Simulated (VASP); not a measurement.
Here is the system:

```
PbS
1.0
    2.05098    -5.79155     0.00000
    2.05098     5.79155     0.00000
    0.00000     0.00000     4.23725
Pb S
2 2
Direct
  0.87299   0.12701   0.75000
  0.12701   0.87299   0.25000
  0.64115   0.35885   0.75000
  0.35885   0.64115   0.25000
```

Calculation: PBEsol GGA, VASP's PBE PAW potentials (set 64) (plane waves; VASP). Numerical set-up: 400 eV cut-off, 7×7×6 Γ-centred mesh, tetrahedra with Blöchl corrections, potentials Pb_d S.

**Question.** The job: PbS (space group Cmcm), 4 atoms, PBEsol, static run, 400 eV, 7×7×6 Γ-centred mesh. Roughly how much core time does it take on a busy server core?

**Answer.** About 50 core-seconds (one run on a shared machine, a rough figure). It had 64 irreducible k-points, 24 bands, up to 1848 plane waves and 15 electronic steps.

The structure comes from a computed database's PbS entry (Cmcm); how it stands against other phases isn't given here. It was relaxed first, which changed the volume by -6 %.
